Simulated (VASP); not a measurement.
# NbTe2 under strain, part 4 of 4

Aim: follow the pressure of NbTe2 through compression, expansion and shear. All runs use LDA. Left out of this account: at least 1 further run (fields: a reference on another mesh). The start is a computed cell from the Materials Project.

VASP 6.6.1; LDA; plane waves and PAW (Nb_sv, Te).

Still holding for the runs below: This run has no spin polarisation. Its electron count is odd, so without a moment it is a metal by construction. The k-mesh is coarse for a metal. Spin-orbit coupling is off here; it can split and shift levels that hold much weight on Nb and Te by tenths of an eV or more.

So far, pressure (GPa): step 2 (bands, cell as listed) -5.15; step 3 (cell volume +4.0 %) -7.49; step 4 (cell volume +8.0 %) -9.34; step 5 (bands, sheared, principal strains -2.4, -0.0, +2.5 %) -5.22; step 6 (cell volume -4.0 %) -2.19.

### Step 7. Bands, volume times 0.92

The cell is scaled evenly once more. A prediction first. A least-squares parabola for the 4 pressures of evenly scaled cells so far, P = -5.14 -66.1 t +152 t² GPa with t = ln(V/V₁) and V₁ the volume at scale 1, gives 1.43 GPa at t = -0.0834.

INCAR reads:

```
SYSTEM = NbTe2
PREC = Accurate
ENCUT = 400
EDIFF = 1E-06
NELM = 100
ISMEAR = -1
SIGMA = 0.05
LREAL = .FALSE.
ALGO = Normal
GGA = CA
NBANDS = 25
LASPH = .TRUE.
LORBIT = 11
LWAVE = .FALSE.
LCHARG = .FALSE.
KPAR = 4
```

POSCAR reads:

```
NbTe2
1.0
    3.6184817919      0.0000000000      0.0000000000
   -1.8092408960      3.1336971549      0.0000000000
    0.0000000000      0.0000000000      6.9523240940
Nb Te
1 2
Direct
    0.0000000000      0.0000000000      0.0000000000
    0.6666666700      0.3333333300      0.7456322300
    0.3333333300      0.6666666700      0.2543677700
```

KPOINTS reads:

```
Automatic mesh
0
Gamma
9 9 4
0 0 0
```

KPOINTS_OPT reads:

```
Line mode
16
Line-mode
Reciprocal
  0.00000000   0.00000000   0.00000000 GAMMA
  0.50000000   0.00000000   0.00000000 M

  0.50000000   0.00000000   0.00000000 M
  0.33333333   0.33333333   0.00000000 K

  0.33333333   0.33333333   0.00000000 K
  0.00000000   0.00000000   0.00000000 GAMMA

  0.00000000   0.00000000   0.00000000 GAMMA
  0.00000000   0.00000000   0.50000000 A

  0.00000000   0.00000000   0.50000000 A
  0.50000000   0.00000000   0.50000000 L

  0.50000000   0.00000000   0.50000000 L
  0.33333333   0.33333333   0.50000000 H

  0.33333333   0.33333333   0.50000000 H
  0.00000000   0.00000000   0.50000000 A

  0.50000000   0.00000000   0.50000000 L
  0.50000000   0.00000000   0.00000000 M

  0.33333333   0.33333333   0.00000000 K
  0.33333333   0.33333333   0.50000000 H
```

PAW data sets: Nb_sv and Te (LDA family, release 64).

On the command line:

```
$ mpirun -np 4 vasp_std
```

Log:

```text
[... set-up lines as in an earlier step ...]
 entering main loop
       N       E                     dE             d eps       ncg     rms          rms(c)
DAV:   1     0.149715353931E+03    0.14972E+03   -0.94946E+03  2198   0.716E+02
DAV:   2    -0.117544462589E+02   -0.16147E+03   -0.15511E+03  2909   0.247E+02
DAV:   3    -0.204223309235E+02   -0.86679E+01   -0.85461E+01  3315   0.476E+01
DAV:   4    -0.208455454216E+02   -0.42321E+00   -0.42188E+00  3100   0.107E+01
DAV:   5    -0.208557044041E+02   -0.10159E-01   -0.10156E-01  3193   0.159E+00    0.108E+01
DAV:   6    -0.203312731061E+02    0.52443E+00   -0.31847E+00  3324   0.953E+00    0.594E+00
DAV:   7    -0.201925609356E+02    0.13871E+00   -0.11812E+00  3003   0.487E+00    0.287E+00
DAV:   8    -0.201404096325E+02    0.52151E-01   -0.18403E-01  3507   0.250E+00    0.655E-01
DAV:   9    -0.201401376369E+02    0.27200E-03   -0.11377E-02  2583   0.582E-01    0.284E-01
DAV:  10    -0.201399946759E+02    0.14296E-03   -0.13850E-03  3444   0.285E-01    0.611E-02
DAV:  11    -0.201399607032E+02    0.33973E-04   -0.95724E-05  2532   0.536E-02    0.255E-02
DAV:  12    -0.201399609135E+02   -0.21029E-06   -0.12080E-05  3506   0.200E-02    0.122E-02
DAV:  13    -0.201399606949E+02    0.21856E-06   -0.57421E-07  1625   0.601E-03
   1 F= -.20139961E+02 E0= -.20131729E+02  d E =-.164636E-01
 Start KPOINTS_OPT (optional k-point list driver)
k-point batch [1-43\144]
       N       E                     dE             ncg
DAV:   1    -0.899231671277E+03   -0.24956E+05     2238
DAV:   2    -0.757864831799E+04   -0.66794E+04     2899
DAV:   3    -0.795020968381E+04   -0.37156E+03     3290
DAV:   4    -0.796661806361E+04   -0.16408E+02     3136
DAV:   5    -0.796705067476E+04   -0.43261E+00     3112
DAV:   6    -0.796705889937E+04   -0.82246E-02     3067
DAV:   7    -0.796705906598E+04   -0.16661E-03     3120
DAV:   8    -0.796705906869E+04   -0.27118E-05     2394
DAV:   9    -0.796705906891E+04   -0.22308E-06     2080
[...]
k-point batch [130-144\144]
       N       E                     dE             ncg
DAV:   1     0.157057876078E+05   -0.12689E+05      790
DAV:   2     0.135044962878E+05   -0.22013E+04     1018
DAV:   3     0.133905111997E+05   -0.11399E+03     1081
DAV:   4     0.133827457993E+05   -0.77654E+01     1124
DAV:   5     0.133826044913E+05   -0.14131E+00     1024
DAV:   6     0.133826001294E+05   -0.43619E-02     1140
DAV:   7     0.133826000661E+05   -0.63298E-04     1030
DAV:   8     0.133826000650E+05   -0.11515E-05      820
DAV:   9     0.133826000649E+05   -0.10747E-06      756
```

It took 26 s on 4 MPI ranks of Intel Xeon Platinum 8488C (Sapphire Rapids), shared host; peak memory 0.83 GiB.

Parts of OUTCAR (step 7):

```text
   ENCUT  =  400.0 eV  29.40 Ry    5.42 a.u.   5.90  5.90 11.34*2*pi/ulx,y,z

   NELECT =      25.0000    total number of electrons

 E-fermi :   7.9436

 k-point     1 :       0.0000    0.0000    0.0000
  band No.  band energies     occupation
    ...
      9       5.5676      2.00000
     10       7.3243      1.99999
     11       7.3434      1.99999
     12       7.8878      1.50619
     13       7.8878      1.50619
     14       9.1147      0.00000
     15       9.1147      0.00000
     16      11.8364      0.00000
     17      11.8364      0.00000
     18      13.3397      0.00000
    ...

  Total        0.4096057      0.4096057      1.4573339     -0.0000000      0.0000000      0.0000000
  in kB        8.3245967      8.3245967     29.6180334     -0.0000000      0.0000000      0.0000000
  external PRESSURE =      15.4224089 kB  Pullay stress =       0.0000000 kB

 POSITION                                       TOTAL-FORCE (eV/Angst)
 -----------------------------------------------------------------------------------
      0.00000      0.00000      0.00000         0.000000      0.000000      0.000000
      1.80924      1.04457      5.18388        -0.000000     -0.000000     -0.731615
     -0.00000      2.08913      1.76845         0.000000      0.000000      0.731615
 -----------------------------------------------------------------------------------
    total drift:                                0.000000      0.000000      0.000000

  FREE ENERGIE OF THE ION-ELECTRON SYSTEM (eV)
  ---------------------------------------------------
  free  energy   TOTEN  =       -20.1399606949 eV

  energy  without entropy=      -20.1234970628  energy(sigma->0) =      -20.13172888

[... 4 parts as in an earlier step ...]

[... 12 further parts left out ...]
```

This step gave:

```yaml
free_energy_toten: -20.14 eV
fermi_energy: 7.944 eV
pressure: 1.542 GPa
```

The electronic bands at the labelled points (eV, zero at the Fermi level; # counts the bands kept in this run, so #1 is VASP's band 7):

| point | #3 | #4 | #5 | #6 | #7 | #8 | #9 | #10 |
| --- | --- | --- | --- | --- | --- | --- | --- | --- |
| Γ | -2.38 | -0.62 | -0.60 | -0.06 | -0.06 | 1.17 | 1.17 | 3.89 |
| 0.53 of the way | -3.33 | -2.28 | -1.22 | -0.95 | -0.66 | 1.01 | 1.49 | 3.56 |
| M | -3.41 | -2.67 | -2.61 | -0.88 | -0.83 | 1.50 | 1.93 | 3.01 |
| 0.47 of the way | -3.26 | -3.03 | -2.67 | -2.40 | 0.35 | 1.55 | 1.78 | 2.89 |
| K | -4.51 | -2.84 | -2.82 | -2.82 | 1.14 | 1.46 | 1.46 | 2.76 |
| 0.47 of the way | -3.67 | -2.42 | -2.41 | -1.20 | -0.11 | 1.23 | 1.55 | 2.54 |
| Γ | -2.38 | -0.62 | -0.60 | -0.06 | -0.06 | 1.17 | 1.17 | 3.89 |
| 0.47 of the way | -2.36 | -1.96 | -0.06 | -0.06 | 0.24 | 1.09 | 1.09 | 4.04 |
| A | -2.35 | -2.35 | -0.06 | -0.06 | 0.53 | 1.00 | 1.00 | 4.22 |
| 0.47 of the way | -2.89 | -2.28 | -1.89 | -0.88 | -0.28 | 1.63 | 1.67 | 2.53 |
| L | -3.50 | -2.73 | -1.45 | -1.33 | -0.57 | 1.50 | 2.06 | 3.49 |
| 0.47 of the way | -3.39 | -3.08 | -2.39 | -1.81 | -0.19 | 1.42 | 1.79 | 2.76 |
| H | -4.40 | -3.40 | -2.63 | -2.63 | 0.76 | 0.76 | 1.15 | 3.81 |
| 0.53 of the way | -3.28 | -2.31 | -2.06 | -1.47 | 0.24 | 0.87 | 2.03 | 2.52 |
| A | -2.35 | -2.35 | -0.06 | -0.06 | 0.53 | 1.00 | 1.00 | 4.22 |
| jump to L | -3.50 | -2.73 | -1.45 | -1.33 | -0.57 | 1.50 | 2.06 | 3.49 |
| 0.47 of the way | -3.43 | -2.68 | -2.13 | -0.95 | -0.71 | 1.50 | 2.01 | 3.24 |
| M | -3.41 | -2.67 | -2.61 | -0.88 | -0.83 | 1.50 | 1.93 | 3.01 |
| jump to K | -4.51 | -2.84 | -2.82 | -2.82 | 1.14 | 1.46 | 1.46 | 2.76 |
| 0.47 of the way | -4.53 | -3.07 | -2.74 | -2.74 | 1.09 | 1.09 | 1.15 | 3.24 |
| H | -4.40 | -3.40 | -2.63 | -2.63 | 0.76 | 0.76 | 1.15 | 3.81 |

Of the projections kept (Nb, Te), the largest for each band there, as a share of the weight inside these atoms' spheres; weight between the spheres isn't counted:

| point | #3 | #4 | #5 | #6 | #7 | #8 | #9 | #10 |
| --- | --- | --- | --- | --- | --- | --- | --- | --- |
| Γ | Nb 0.64 | Nb 0.87 | Te 0.97 | Nb 0.95 | Nb 0.95 | Te 0.98 | Te 0.98 | Te 0.60 |
| M | Te 0.51 | Te 0.91 | Nb 0.53 | Te 0.95 | Nb 0.71 | Nb 1.00 | Nb 0.92 | Nb 0.81 |
| K | Te 0.68 | Te 0.91 | Te 0.66 | Te 0.66 | Nb 0.94 | Nb 0.77 | Nb 0.77 | Nb 0.79 |
| Γ | Nb 0.64 | Nb 0.87 | Te 0.97 | Nb 0.95 | Nb 0.95 | Te 0.98 | Te 0.98 | Te 0.60 |
| A | Nb 0.64 | Nb 0.64 | Nb 0.94 | Nb 0.94 | Nb 0.75 | Te 0.99 | Te 0.99 | Te 0.60 |
| L | Te 0.57 | Nb 0.51 | Te 0.93 | Nb 0.82 | Te 0.94 | Nb 0.99 | Nb 0.94 | Nb 0.60 |

Force by atom:

| atom | x (eV/Å) | y (eV/Å) | z (eV/Å) | size |
| --- | --- | --- | --- | --- |
| Nb1 | 0.000 | 0.000 | 0.000 | 0.000 |
| Te2 | 0.000 | 0.000 | -0.732 | 0.732 |
| Te3 | 0.000 | 0.000 | 0.732 | 0.732 |

 The pressure is 1.54 GPa. The parabola predicted 1.43 GPa, -0.12 GPa off.

### Step 8. Bands, atoms displaced by up to 0.23 Å

In the first cell the atoms are moved off their sites at random; since the same shifts repeat in every cell, this is a frozen displacement of whole sublattices.

INCAR is that of step 7.

POSCAR reads:

```
NbTe2
1.0
    3.7204640793      0.0000000000      0.0000000000
   -1.8602320397      3.2220164065      0.0000000000
    0.0000000000      0.0000000000      7.1482664684
Nb Te
1 2
Direct
    0.0052860000      0.0155330000      0.0308630000
    0.6524110000      0.3361680000      0.7391680000
    0.3352160000      0.6738290000      0.2375810000
```

KPOINTS is that of step 7.

KPOINTS_OPT is that of step 7.

On the command line:

```
$ mpirun -np 4 vasp_std
```

Log:

```text
[... set-up lines as in an earlier step ...]
 entering main loop
       N       E                     dE             d eps       ncg     rms          rms(c)
DAV:   1     0.147248761622E+03    0.14725E+03   -0.92645E+03  8342   0.712E+02
DAV:   2    -0.941803231911E+01   -0.15667E+03   -0.15090E+03 11264   0.249E+02
DAV:   3    -0.197291524753E+02   -0.10311E+02   -0.10141E+02 13388   0.490E+01
DAV:   4    -0.201109697391E+02   -0.38182E+00   -0.37959E+00 11339   0.960E+00
DAV:   5    -0.201223793134E+02   -0.11410E-01   -0.11406E-01 12455   0.170E+00    0.992E+00
DAV:   6    -0.196326716467E+02    0.48971E+00   -0.46717E+00 12980   0.103E+01    0.578E+00
DAV:   7    -0.194273824010E+02    0.20529E+00   -0.21382E+00 11784   0.539E+00    0.312E+00
DAV:   8    -0.193697556932E+02    0.57627E-01   -0.22792E-01 12386   0.255E+00    0.730E-01
DAV:   9    -0.193692129771E+02    0.54272E-03   -0.11292E-02 10089   0.593E-01    0.301E-01
DAV:  10    -0.193690902835E+02    0.12269E-03   -0.11210E-03 12621   0.240E-01    0.831E-02
DAV:  11    -0.193690838283E+02    0.64551E-05   -0.78776E-05 10137   0.477E-02    0.395E-02
DAV:  12    -0.193690840085E+02   -0.18021E-06   -0.28066E-05 11920   0.336E-02    0.725E-03
DAV:  13    -0.193690841010E+02   -0.92470E-07   -0.16293E-06  7539   0.901E-03
   1 F= -.19369084E+02 E0= -.19356185E+02  d E =-.257977E-01
 Start KPOINTS_OPT (optional k-point list driver)
k-point batch [1-144\144]
       N       E                     dE             ncg
DAV:   1    -0.588581105364E+04   -0.81336E+05     7528
DAV:   2    -0.277024788606E+05   -0.21817E+05     9770
DAV:   3    -0.291861810069E+05   -0.14837E+04    11925
DAV:   4    -0.292394600339E+05   -0.53279E+02    10311
DAV:   5    -0.292408582886E+05   -0.13983E+01    10793
DAV:   6    -0.292408812750E+05   -0.22986E-01    10344
DAV:   7    -0.292408818414E+05   -0.56642E-03    10584
DAV:   8    -0.292408818508E+05   -0.94147E-05     8344
DAV:   9    -0.292408818513E+05   -0.51452E-06     7130
```

Run time: 46 s. Hardware: 4 MPI ranks; peak memory 1.7 GiB; 3 min of CPU time.

OUTCAR, selected parts (step 8):

```text
   NELECT =      25.0000    total number of electrons

 E-fermi :   6.9677

 k-point     1 :       0.0000    0.0000    0.0000
  band No.  band energies     occupation
    ...
      8       4.2081      2.00000
      9       4.2282      2.00000
     10       5.4385      2.00000
     11       6.7915      1.94270
     12       6.8288      1.88299
     13       7.5872      0.00001
     14       7.9722      0.00000
     15       7.9802      0.00000
     16      10.7313      0.00000
     17      10.7942      0.00000
    ...

  Total       -0.3415194      0.1731587     -0.5733224      0.0695498      0.2251581     -0.2758442
  in kB       -6.3855797      3.2376464    -10.7197303      1.3004121      4.2099068     -5.1576144
  external PRESSURE =      -4.6225546 kB  Pullay stress =       0.0000000 kB

 POSITION                                       TOTAL-FORCE (eV/Angst)
 -----------------------------------------------------------------------------------
     -0.00923      0.05005      0.22062        -0.019218     -0.266939     -4.313000
      1.80192      1.08314      5.28377         0.087649      0.045122      1.541182
     -0.00632      2.17109      1.69829        -0.068431      0.221817      2.771818
 -----------------------------------------------------------------------------------
    total drift:                               -0.000072     -0.000273      0.000342

  FREE ENERGIE OF THE ION-ELECTRON SYSTEM (eV)
  ---------------------------------------------------
  free  energy   TOTEN  =       -19.3690841010 eV

  energy  without entropy=      -19.3432864263  energy(sigma->0) =      -19.35618526

[... 5 parts as in an earlier step ...]

[... 12 further parts left out ...]
```

Numbers from this step:

```
irreducible k-points    : 163
symmetry operations     : 1
free energy (TOTEN)     : -19.37 eV
energy at zero smearing : -19.36 eV
Fermi energy            : 6.968 eV
pressure                : -0.4623 GPa
```

Electronic bands along the path, in eV, zero at the Fermi level; # counts the bands kept in this run, so #1 is VASP's band 7:

| point | #3 | #4 | #5 | #6 | #7 | #8 | #9 | #10 |
| --- | --- | --- | --- | --- | --- | --- | --- | --- |
| Γ | -2.74 | -1.53 | -0.18 | -0.14 | 0.62 | 1.00 | 1.01 | 3.76 |
| 0.53 of the way | -2.90 | -2.65 | -1.56 | -0.82 | -0.17 | 0.69 | 1.15 | 3.48 |
| M | -3.26 | -2.82 | -2.61 | -0.79 | -0.54 | 1.14 | 1.56 | 2.57 |
| 0.53 of the way | -3.30 | -2.98 | -2.53 | -2.32 | 0.30 | 1.18 | 1.28 | 2.66 |
| K | -3.77 | -2.83 | -2.73 | -2.64 | 0.73 | 0.96 | 1.05 | 2.60 |
| 0.47 of the way | -3.16 | -2.89 | -1.78 | -1.39 | -0.20 | 0.93 | 1.24 | 2.68 |
| Γ | -2.74 | -1.53 | -0.18 | -0.14 | 0.62 | 1.00 | 1.01 | 3.76 |
| 0.53 of the way | -2.73 | -2.25 | -0.18 | -0.14 | 0.71 | 0.95 | 0.96 | 3.90 |
| A | -2.73 | -2.72 | -0.19 | -0.14 | 0.74 | 0.90 | 0.93 | 4.00 |
| 0.47 of the way | -2.65 | -2.60 | -1.95 | -0.78 | -0.16 | 1.19 | 1.27 | 2.77 |
| L | -3.27 | -2.88 | -2.02 | -0.64 | -0.56 | 1.15 | 1.57 | 3.04 |
| 0.53 of the way | -3.38 | -3.07 | -2.35 | -1.86 | -0.17 | 1.04 | 1.25 | 2.78 |
| H | -4.00 | -3.14 | -2.61 | -2.34 | 0.41 | 0.65 | 0.71 | 3.37 |
| 0.47 of the way | -3.24 | -2.71 | -1.90 | -1.62 | 0.14 | 0.50 | 1.45 | 2.65 |
| A | -2.73 | -2.72 | -0.19 | -0.14 | 0.74 | 0.90 | 0.93 | 4.00 |
| jump to L | -3.27 | -2.88 | -2.02 | -0.64 | -0.56 | 1.15 | 1.57 | 3.04 |
| 0.47 of the way | -3.25 | -2.86 | -2.28 | -0.69 | -0.55 | 1.14 | 1.57 | 2.78 |
| M | -3.26 | -2.82 | -2.61 | -0.79 | -0.54 | 1.14 | 1.56 | 2.57 |
| jump to K | -3.77 | -2.83 | -2.73 | -2.64 | 0.73 | 0.96 | 1.05 | 2.60 |
| 0.47 of the way | -3.89 | -2.90 | -2.65 | -2.58 | 0.70 | 0.73 | 0.84 | 3.01 |
| H | -4.00 | -3.14 | -2.61 | -2.34 | 0.41 | 0.65 | 0.71 | 3.37 |

Of the projections kept (Nb, Te), the largest for each band there, as a share of the weight inside these atoms' spheres; weight between the spheres isn't counted:

| point | #3 | #4 | #5 | #6 | #7 | #8 | #9 | #10 |
| --- | --- | --- | --- | --- | --- | --- | --- | --- |
| Γ | Nb 0.59 | Te 0.62 | Nb 0.93 | Nb 0.94 | Nb 0.54 | Te 0.96 | Te 0.97 | Te 0.56 |
| M | Te 0.57 | Te 0.51 | Te 0.83 | Te 0.91 | Nb 0.71 | Nb 0.99 | Nb 0.94 | Nb 0.76 |
| K | Te 0.71 | Te 0.71 | Te 0.89 | Te 0.64 | Nb 0.93 | Nb 0.76 | Nb 0.76 | Nb 0.79 |
| Γ | Nb 0.59 | Te 0.62 | Nb 0.93 | Nb 0.94 | Nb 0.54 | Te 0.96 | Te 0.97 | Te 0.56 |
| A | Nb 0.58 | Nb 0.58 | Nb 0.92 | Nb 0.94 | Nb 0.68 | Te 0.97 | Te 0.84 | Te 0.56 |
| L | Te 0.57 | Te 0.51 | Te 0.68 | Te 0.65 | Te 0.67 | Nb 0.99 | Nb 0.94 | Nb 0.56 |

Force by atom:

| atom | x (eV/Å) | y (eV/Å) | z (eV/Å) | size |
| --- | --- | --- | --- | --- |
| Nb1 | -0.02 | -0.27 | -4.31 | 4.32 |
| Te2 | 0.09 | 0.05 | 1.54 | 1.54 |
| Te3 | -0.07 | 0.22 | 2.77 | 2.78 |

 The pressure is -0.46 GPa, and the symmetry operations fall from 12 to 1.

### Step 9. The runs together

```
                                         cell   mesh  pressure (GPa)  gap (eV)
                               cell as listed  9×9×4           -5.15      none
                            volume times 1.04  9×9×4           -7.49      none
                            volume times 1.08  9×9×4           -9.34      none
sheared, principal strains -2.4, -0.0, +2.5 %  9×9×4           -5.22      none
                            volume times 0.96  9×9×4           -2.19      none
                            volume times 0.92  9×9×4            1.54      none
              atoms displaced by up to 0.23 Å  9×9×4           -0.46      none
```

### Step 10. Summary of results

| Property | Result |
| --- | --- |
| pressure, cell as listed | -5.15 GPa |
| pressure, volume times 1.04 | -7.49 GPa |
| pressure, volume times 1.08 | -9.34 GPa |
| pressure, sheared, principal strains -2.4, -0.0, +2.5 % | -5.22 GPa |
| pressure, volume times 0.96 | -2.19 GPa |
| pressure, volume times 0.92 | 1.54 GPa |
| pressure, atoms displaced by up to 0.23 Å | -0.462 GPa |
| bulk modulus at the listed volume, shape and positions held | 66.6 GPa |

**Reading.** The slope of pressure against ln V at the listed volume gives a bulk modulus of 66.6 GPa at fixed shape and positions, above that of a cell free to relax (not that of equilibrium, since the cell bears -5.2 GPa there). The atoms were not relaxed in the changed cells. Spin-orbit coupling is left out, and with elements this heavy it would split and shift bands near the Fermi level. The k-sampling is coarse for a metal, so the Fermi level, pressures and the shape of the cell carry errors. With an odd electron count and no spin the cell is a metal by construction.

[Lines on the potential files, build, host, timing and source positions are cut from VASP's logs without a mark.]

[Logs are printed without paths, hosts, clocks, repeated set-up lines and the standing remarks that a program may print on its own settings, such as how far it seeks lower states.]

[Hosts, paths, dates, database ids (printed as entryN), source tags and the programs' standing remarks are cut or masked in the printed files.]

[A measured line is paired with the nearest computed mode of its activity, which favours agreement.]

[In band tables of VASP the shares of atoms and orbitals are scaled to a sum of 1 inside the atoms' spheres.]
